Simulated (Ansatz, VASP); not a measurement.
# Cross-check of Ge3H2 (Ge(100) slab, H on both faces) between VASP and Ansatz, part 2 of 2

Aim: how closely do two programs agree when they are given the same cell, functional and k mesh? The structure shown is the start of the Ansatz relaxation below; VASP solves that cell, so the two are compared at the walk's first step.

VASP 6.6.1 and Ansatz 0.2.0.

So far: The structure; Ansatz: relaxation, PBE.

**3. VASP: single point, PBE, start cell**

Level of this step: PBE; plane waves and PAW (Ge_d, H) (VASP).

The same cell, functional and mesh now go to VASP, with its own data sets.

Lines of VASP's logs that name or quote its potential files are left out, and so is its time.

Input file INCAR:

```
SYSTEM = Ge3H2
PREC = Accurate
ENCUT = 410
EDIFF = 1E-06
NELM = 120
ISMEAR = 0
SIGMA = 0.01
LREAL = Auto
ALGO = Normal
GGA = PE
NBANDS = 464
LORBIT = 11
LWAVE = .FALSE.
LCHARG = .FALSE.
ISIF = 2
LASPH = .TRUE.
GGA_COMPAT = .FALSE.
EFERMI = MIDGAP
NCORE = 2
```

Input file POSCAR:

```
Ge3H2
1.0
   12.0024300000      0.0000000000      0.0000000000
    0.0000000000     12.0024300000      0.0000000000
    0.0000000000      0.0000000000     20.8391900000
Ge H
54 36
Direct
    0.1669161995      0.1685325388      0.3289715195
    0.0017996356      0.1698572706      0.3978177655
    0.0010581191      0.3330325609      0.4652580067
    0.1707404251      0.0000000000      0.5337779443
    0.1650082525      0.1665329437      0.6016596614
    0.0028577546      0.1689824477      0.6708514103
    0.1713986251      0.4995988312      0.3307518190
    0.9991893308      0.4981574564      0.3981920602
    0.0013164001      0.6646904002      0.4655891136
    0.1666412551      0.3347405484      0.5347712651
    0.1675910628      0.5007985883      0.6016692587
    0.0038575522      0.5019400238      0.6691718824
    0.1685158755      0.8326397238      0.3294993711
    0.0047906966      0.8345060125      0.3993917230
    0.0021495647      0.9999141840      0.4657810596
    0.1670828324      0.6677814409      0.5324919059
    0.1695406680      0.8332812605      0.6011414071
    0.0015830128      0.8357724228      0.6716911742
    0.5015401048      0.1684825490      0.3289187344
    0.3327159584      0.1660830349      0.3987918916
    0.3341823281      0.3339907002      0.4660113949
    0.5004236642      0.0021828913      0.5342290175
    0.5006569503      0.1664163007      0.6011701990
    0.3361902548      0.1647166449      0.6699204720
    0.5013318136      0.5026065555      0.3312700734
    0.3364318725      0.4994405300      0.3982976306
    0.3368067966      0.6689478714      0.4650996512
    0.4983490843      0.3330408926      0.5343777757
    0.5039229556      0.4979908235      0.6009398638
    0.3341739964      0.4970576792      0.6698820827
    0.5011485174      0.8336811796      0.3298784646
    0.3354320750      0.8327397035      0.3978417587
    0.3345239256      0.0001499696      0.4670287089
    0.5028731682      0.6662067598      0.5336099916
    0.5027398618      0.8318315541      0.6013477491
    0.3350571509      0.8359223924      0.6700212436
    0.8333562454      0.1649999208      0.3310493354
    0.6697976993      0.1670828324      0.3989406498
    0.6667066586      0.3331075457      0.4676621308
    0.8346393189      0.9990310295      0.5340322728
    0.8385718559      0.1678660071      0.6009206692
    0.6671315725      0.1659330652      0.6693686271
    0.8360140405      0.4994072034      0.3290003114
    0.6658318357      0.5036563429      0.3980001142
    0.6686979220      0.6663817244      0.4666880047
    0.8364306228      0.3326992951      0.5348576408
    0.8348059518      0.4978491855      0.6043708993
    0.6698393575      0.4973659501      0.6688983593
    0.8379886406      0.8311400275      0.3301807796
    0.6696227347      0.8312899971      0.3970115921
    0.6703559196      0.0005832152      0.4666016290
    0.8348559417      0.6697060512      0.5344305609
    0.8341394201      0.8336478530      0.6025378146
    0.6710474462      0.8309483996      0.6703907398
    0.1658164222      0.0637537565      0.2895697961
    0.1677327008      0.2710534450      0.2896321786
    0.0003582608      0.0606460525      0.7128779957
    0.9997225562      0.2734612908      0.7117503128
    0.1706571086      0.6043609502      0.2900880504
    0.1688074832      0.3954115958      0.2906207007
    0.0035159547      0.3974195225      0.7110497097
    0.0004915671      0.6019697678      0.7124317212
    0.1671078273      0.9363187288      0.2877415101
    0.1682825894      0.7267111743      0.2876023492
    0.0050073194      0.7293523062      0.7115679640
    0.0003832557      0.9351273034      0.7112512530
    0.5020733302      0.0649701769      0.2891619108
    0.5039479505      0.2678790878      0.2899296950
    0.3364485358      0.0615708652      0.7155412470
    0.3340240268      0.2687705740      0.7109585353
    0.5003570110      0.3962114339      0.2901408356
    0.5013068187      0.6038610515      0.2879190602
    0.3357903358      0.3963697351      0.7126092713
    0.3393729436      0.6030695451      0.7116303465
    0.5031564442      0.7286107896      0.2891811054
    0.5025232390      0.9362187490      0.2889315756
    0.3369900928      0.7328182710      0.7114575950
    0.3351571307      0.9379100732      0.7136217866
    0.8342310682      0.0616291868      0.2879814427
    0.8352225341      0.2717699666      0.2874008059
    0.6715223501      0.0610709665      0.7150277914
    0.6718306210      0.2709201387      0.7130699418
    0.8362639899      0.6036527603      0.2876311411
    0.8341310885      0.3978527681      0.2862395323
    0.6717889627      0.3981277125      0.7131419215
    0.6680980435      0.6049774921      0.7116207492
    0.8359973772      0.9414010330      0.2869785246
    0.8354891468      0.7305687265      0.2881302008
    0.6678897523      0.9378184251      0.7116303465
    0.6685229574      0.7301021543      0.7123501441
```

Input file KPOINTS:

```
Automatic mesh
0
Gamma
1 1 1
0 0 0
```

PAW data sets: Ge_d and H (PBE family, release 64).

On the command line:

```console
$ mpirun -np 8 vasp_gam
```

Numbers of over 12 decimals in the logs are rounded to 6 here.

What it wrote:

```text
[banner, memory and clock lines left out]
running    8 mpi-ranks, on    1 nodes
[...]
LDA part: xc-table for (Slater+PW92), standard interpolation
 POSCAR, INCAR and KPOINTS ok, starting setup
[...]
entering main loop
       N       E                     dE             d eps       ncg     rms          rms(c)
DAV:   1     0.128716659131E+05    0.12872E+05   -0.34249E+05  1064   0.343E+03
DAV:   2     0.279378974696E+04   -0.10078E+05   -0.98306E+04  1104   0.860E+02
DAV:   3     0.226969454903E+02   -0.27711E+04   -0.26541E+04  1232   0.261E+02
DAV:   4    -0.338627611188E+03   -0.36132E+03   -0.35333E+03  1112   0.106E+02
[...]
DAV:  23    -0.346702316344E+03   -0.11857E-04   -0.21366E-06   720   0.838E-03    0.668E-04
DAV:  24    -0.346702319438E+03   -0.30942E-05   -0.85146E-07   632   0.644E-03    0.392E-04
DAV:  25    -0.346702320394E+03   -0.95594E-06   -0.38879E-07   616   0.330E-03
   1 F= -.34670232E+03 E0= -.34670232E+03  d E =0.000000E+00
```

From OUTCAR (step 3):

```text
  FREE ENERGIE OF THE ION-ELECTRON SYSTEM (eV)
  ---------------------------------------------------
  free  energy   TOTEN  =      -346.7023203940 eV

  energy  without entropy=     -346.7023203940  energy(sigma->0) =     -346.70232039
```

**4. Differences**

Known differences besides the potentials themselves: fixed occupations in Ansatz, narrow Gaussian smearing in VASP; the cutoff is 420 eV in Ansatz and 410 eV in VASP (PREC = Accurate, projectors in real space). Total energies have different zeros and are not compared.

Forces on 7 of the 90 atoms, those with the largest forces and the largest differences (eV/Å; atoms numbered as in POSCAR):

| atom | Ansatz x, y, z | VASP x, y, z |
| --- | --- | --- |
| Ge1 | 0.061, -0.439, 1.315 | 0.061, -0.435, 1.276 |
| Ge18 | 0.143, -1.300, -1.649 | 0.140, -1.283, -1.610 |
| Ge19 | -0.008, -0.954, 2.050 | -0.007, -0.941, 2.002 |
| Ge49 | -0.004, 1.327, 0.325 | -0.007, 1.314, 0.295 |
| Ge54 | -0.464, 0.784, -0.627 | -0.464, 0.779, -0.595 |
| H66 | 0.002, 1.059, 1.011 | 0.002, 1.018, 0.984 |
| H68 | 0.005, 1.187, -1.079 | 0.004, 1.143, -1.050 |

The forces differ by 15 meV/Å r.m.s., which is 3.7 % of the r.m.s. force of 0.394 eV/Å (both taken over all components). With vacuum in the cell, a pressure given here is an average over mostly empty space and none of the material.

**5. Results**

- r.m.s. force difference (single point, PBE, start cell): 3.7 % of the r.m.s. force

The r.m.s. force difference is 3.7 % of the r.m.s. force (single point, PBE, start cell), beyond the 3 % picked in this series as the mark of a large difference. What causes the difference of the single point, PBE, start cell pair stays open here. 1 further run of this series is not shown here. How closely two codes agree says nothing of how well the functional describes the real material.

[Lines on the potential files, build, host, timing and source positions are cut from VASP's logs without a mark.]

[Logs are printed without paths, hosts, clocks, repeated set-up lines and the standing remarks that a program may print on its own settings, such as how far it seeks lower states.]

[Hosts, paths, dates, database ids (printed as entryN), source tags and the programs' standing remarks are cut or masked in the printed files.]
